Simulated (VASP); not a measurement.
Output of a VASP run:

File OSZICAR:
```
...
DAV:   2    -0.353370461328E+03   -0.17191E+00   -0.78301E-01   376   0.196E+00    0.337E+01
DAV:   3    -0.353342707333E+03    0.27754E-01   -0.20246E-02   376   0.315E-01    0.210E+01
DAV:   4    -0.353331637756E+03    0.11070E-01   -0.62265E-03   376   0.154E-01    0.125E+01
DAV:   5    -0.353330339709E+03    0.12980E-02   -0.31303E-03   368   0.982E-02    0.741E+00
DAV:   6    -0.353334250466E+03   -0.39108E-02   -0.16308E-03   368   0.738E-02    0.437E+00
DAV:   7    -0.353342130800E+03   -0.78803E-02   -0.30247E-03   368   0.954E-02    0.255E+00
DAV:   8    -0.353348427679E+03   -0.62969E-02   -0.39585E-03   368   0.109E-01    0.149E+00
DAV:   9    -0.353348033014E+03    0.39467E-03   -0.37820E-03   368   0.104E-01    0.854E-01
DAV:  10    -0.353346817132E+03    0.12159E-02   -0.20620E-03   352   0.800E-02    0.477E-01
DAV:  11    -0.353346554820E+03    0.26231E-03   -0.12812E-03   352   0.503E-02    0.259E-01
DAV:  12    -0.353346634560E+03   -0.79740E-04   -0.10827E-03   352   0.276E-02    0.141E-01
DAV:  13    -0.353346805637E+03   -0.17108E-03   -0.12107E-03   344   0.168E-02    0.893E-02
DAV:  14    -0.353347014692E+03   -0.20905E-03   -0.14531E-03   336   0.146E-02    0.705E-02
DAV:  15    -0.353347254007E+03   -0.23931E-03   -0.17329E-03   328   0.164E-02    0.681E-02
DAV:  16    -0.353347524844E+03   -0.27084E-03   -0.20251E-03   352   0.186E-02    0.716E-02
DAV:  17    -0.353347828673E+03   -0.30383E-03   -0.23210E-03   352   0.202E-02    0.768E-02
DAV:  18    -0.353348166043E+03   -0.33737E-03   -0.26206E-03   352   0.219E-02    0.822E-02
DAV:  19    -0.353348536011E+03   -0.36997E-03   -0.29154E-03   360   0.235E-02    0.874E-02
DAV:  20    -0.353348935597E+03   -0.39959E-03   -0.31934E-03   352   0.250E-02    0.922E-02
DAV:  21    -0.353349359218E+03   -0.42362E-03   -0.34383E-03   352   0.265E-02    0.965E-02
DAV:  22    -0.353349798264E+03   -0.43905E-03   -0.36306E-03   352   0.278E-02    0.100E-01
DAV:  23    -0.353350241322E+03   -0.44306E-03   -0.37500E-03   352   0.290E-02    0.103E-01
DAV:  24    -0.353350674855E+03   -0.43353E-03   -0.37790E-03   352   0.300E-02    0.105E-01
DAV:  25    -0.353351084570E+03   -0.40971E-03   -0.37067E-03   368   0.307E-02    0.105E-01
DAV:  26    -0.353351457075E+03   -0.37250E-03   -0.35308E-03   352   0.311E-02    0.105E-01
DAV:  27    -0.353351781979E+03   -0.32490E-03   -0.32629E-03   360   0.311E-02    0.102E-01
DAV:  28    -0.353352053025E+03   -0.27105E-03   -0.29204E-03   352   0.307E-02    0.988E-02
DAV:  29    -0.353352268638E+03   -0.21561E-03   -0.25324E-03   368   0.298E-02    0.938E-02
DAV:  30    -0.353352431657E+03   -0.16302E-03   -0.21259E-03   352   0.286E-02    0.878E-02
DAV:  31    -0.353352548244E+03   -0.11659E-03   -0.17296E-03   360   0.269E-02    0.809E-02
DAV:  32    -0.353352626517E+03   -0.78274E-04   -0.13630E-03   352   0.249E-02    0.733E-02
DAV:  33    -0.353352675147E+03   -0.48630E-04   -0.10418E-03   360   0.227E-02    0.655E-02
DAV:  34    -0.353352702314E+03   -0.27167E-04   -0.77179E-04   352   0.204E-02    0.576E-02
DAV:  35    -0.353352714950E+03   -0.12636E-04   -0.55454E-04   360   0.180E-02    0.499E-02
DAV:  36    -0.353352718566E+03   -0.36150E-05   -0.38604E-04   352   0.156E-02    0.427E-02
DAV:  37    -0.353352717059E+03    0.15068E-05   -0.25934E-04   320   0.134E-02    0.360E-02
DAV:  38    -0.353352713171E+03    0.38877E-05   -0.17066E-04   304   0.117E-02    0.297E-02
DAV:  39    -0.353352708665E+03    0.45063E-05   -0.10565E-04   224   0.984E-03    0.241E-02
DAV:  40    -0.353352704518E+03    0.41468E-05   -0.65476E-05   216   0.864E-03
   1 F= -.35335270E+03 E0= -.35334869E+03  d E =-.802616E-02
```

**OUTCAR**
```
------------------------ aborting loop because EDIFF is reached ----------------------------------------
  volume of cell :     1506.97
      direct lattice vectors                 reciprocal lattice vectors
    11.464846211  0.000000000  0.000000000     0.087223150  0.000000000  0.000000000
     0.000000000 11.464846211  0.000000000     0.000000000  0.087223150  0.000000000
     0.000000000  0.000000000 11.464846211     0.000000000  0.000000000  0.087223150
  FREE ENERGIE OF THE ION-ELECTRON SYSTEM (eV)
  ---------------------------------------------------
  free  energy   TOTEN  =      -353.3527045179 eV

  energy  without entropy=     -353.3446783565  energy(sigma->0) =     -353.34869144

  exchange ACFDT corr.  =         0.00000000  see jH, gK, PRB 81, 115126
```
(Selected blocks of OUTCAR.)

### POSCAR
```
Al32As31C
1
   11.4648462108     0.0000000000     0.0000000000
    0.0000000000    11.4648462108     0.0000000000
    0.0000000000     0.0000000000    11.4648462108
Al As C
32 31 1
Direct
  0.5010521918   0.0028502480   0.0027705812
  0.7498943195   0.2499361740   0.0022184411
  0.7499480099   0.0022310517   0.2498307005
  0.9998747619   0.0000730117   0.0000429920
  0.2526655902   0.2511496537   0.0027224914
  0.4998475149   0.4999777984   0.0021507035
  0.7488244294   0.7470670881   0.0027650231
  0.2526205671   0.0027289184   0.2510012362
  0.5218525971   0.2721978114   0.2723480416
  0.7270943988   0.4773803229   0.2722202002
  0.4998405171   0.0020931983   0.4999554130
  0.7271087683   0.2719894031   0.4775782393
  0.7488348868   0.0026843492   0.7471712544
  0.9969170848   0.4988293422   0.0028029201
  0.2500045805   0.7499232238   0.0000477225
  0.9975946073   0.2500554867   0.2500181491
  0.2520617910   0.5000595773   0.2497955078
  0.4999484352   0.7477826362   0.2499747391
  0.9969813560   0.0028367518   0.4988017060
  0.2520621056   0.2499596236   0.4999550694
  0.5217489716   0.4775671945   0.4776035740
  0.7498817907   0.7475670665   0.4999065018
  0.2500458742   0.0001035581   0.7498710229
  0.4999460482   0.2500659632   0.7477439953
  0.7498756471   0.4999165745   0.7474765324
  0.9968391722   0.7469571418   0.2511365726
  0.9974031905   0.4998511380   0.4998781748
  0.2525690103   0.7471708741   0.4988155063
  0.9969234616   0.2511221875   0.7469720294
  0.2525365080   0.4989532780   0.7471967726
  0.5010637698   0.7471291259   0.7470894873
  0.9998467148   0.7499085231   0.7498797762
  0.6227810444   0.1312663911   0.1312832026
  0.8684832337   0.3769373252   0.1312920979
  0.8685229445   0.1312214760   0.3769687964
  0.1249632940   0.1254540389   0.1253906704
  0.3810521640   0.3729325323   0.1311577800
  0.6267531389   0.6186979995   0.1312054240
  0.8745367503   0.8748560225   0.1253110798
  0.3809564601   0.1310073863   0.3729937185
  0.8683032695   0.6183739666   0.3727494901
  0.6267550434   0.1309774350   0.6188735274
  0.8683039452   0.3725899185   0.6184050036
  0.8745260631   0.1253458494   0.8748794297
  0.1247383878   0.6245990974   0.1253058927
  0.3753519971   0.8750908271   0.1253652906
  0.1249408307   0.3750203311   0.3749627066
  0.3809321469   0.6188810303   0.3768390317
  0.6249929937   0.8749899553   0.3749707543
  0.1247929287   0.1253376616   0.6245749562
  0.3809175930   0.3769324477   0.6189091987
  0.6226957741   0.6186099680   0.6185838489
  0.8744888569   0.8749976307   0.6245266283
  0.3753318658   0.1254389915   0.8750641628
  0.6249764951   0.3750019953   0.8749907851
  0.8744617761   0.6245020746   0.8749443345
  0.1247620254   0.8749403297   0.3749440709
  0.1248494270   0.6245078146   0.6244750582
  0.3752409948   0.8748242135   0.6245743237
  0.1247685069   0.3749649532   0.8749458749
  0.3752877922   0.6245953479   0.8748654494
  0.6249361948   0.8749371967   0.8750085322
  0.1249698010   0.8750173844   0.8749647681
  0.6244715888   0.3748411125   0.3749600349
```

Task: Reconstruct the remaining input files.

Result: This is not unique; one that fits is the input of the run itself, HSE06 screened hybrid, plane waves, VASP's PBE PAW potentials (set 64).

INCAR:
```
# general
SYSTEM   = Al32As31C
PREC     = Normal
ENCUT    = 400
LREAL    = Auto
LASPH    = .TRUE.
ISYM     = 0
NELECT   = 254.0

# electronic loop
EDIFF    = 1E-5
NELM     = 50
NELMIN   = 4
ALGO     = Normal
LMAXMIX  = 4

# smearing
ISMEAR   = 0
SIGMA    = 0.05

# functional
GGA      = PE
LHFCALC  = .TRUE.
AEXX     = 0.25
HFSCREEN = 0.2
PRECFOCK = Fast

# ions
ISIF     = 0

# output
LWAVE    = .FALSE.
LCHARG   = .FALSE.
```

**KPOINTS**
```
Automatic
0
G
  1 1 1
```

POTCAR, in this order: Al As C (PBE.64 set). Program: vasp_gam. Read from the step before: WAVECAR.

The cell is charged, with a uniform compensating background. The supercell is sampled at Γ alone, which is coarse: total energies, pressure and levels can be off, energies of defects by several tenths of an eV.

The cell is a supercell with a defect, built from AlAs (zinc blende): C_As, charge +1. The cell's shape comes from a PBE relaxation. The run is not spin-polarised, so no state with unpaired spins was tried.
